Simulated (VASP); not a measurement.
Runs of VASP 6.6.1 on NiMoIrPdW. Symmetry: P-3m1, No. 164, trigonal system. The conventional cell has a = 2.771 Å, b = 2.771 Å, c = 22.020 Å, α = 90.00°, β = 90.00°, γ = 120.00°. Ni (site symmetry 3m) is surrounded by 3 Mo at 2.55 Å and 3 Pd at 2.65 Å and 6 Ni at 2.77 Å. Mo (site symmetry 3m) is surrounded by 3 Ni at 2.55 Å and 3 Ir at 2.76 Å and 6 Mo at 2.77 Å. Pd (site symmetry 3m) has 3 Ni at 2.65 Å and 9 Pd at 2.77 to 2.84 Å as nearest neighbours. Around Ir (site symmetry 3m) lie 3 Mo at 2.76 Å and 3 W at 2.77 Å and 6 Ir at 2.77 Å. W (site symmetry 3m) has 3 Ir at 2.77 Å and 9 W at 2.77 to 2.93 Å as nearest neighbours. The cell was built by a generator and needn't be a form met in nature.

```csv
level,gap on the mesh (eV),pressure (GPa),moment (μB),relaxed volume (Å³/atom),largest force (eV/Å)
vdW-DF-cx,none,0.0,0.00,14.22,-
optB88-vdW,none,0.1,0.00,14.66,-
RPBE,none,0.1,0.00,(a),0.01
revPBE,none,0.0,0.00,14.84,0.01
```

Alike in all rows: task relaxation of cell and atoms; potentials or basis VASP PAW PBE potentials, release 64 (Ni, Mo_sv, Pd, Ir, W_sv); spin collinear, ferromagnetic start; cell relaxed; k mesh 11 × 11 × 2; cutoff (eV) 600; smearing fermi-dirac 0.05 eV.

Question: Fill in the values left out.

Answer: (a) 14.92.

Caveats: the PAW data sets were made with another functional, which shifts forces and pressure a little.

A k mesh can miss the band edges, and the runs leave out spin-orbit coupling on Ir, Mo, Pd, W.

A gap of «none» marks a metal or a gap under the smearing width.
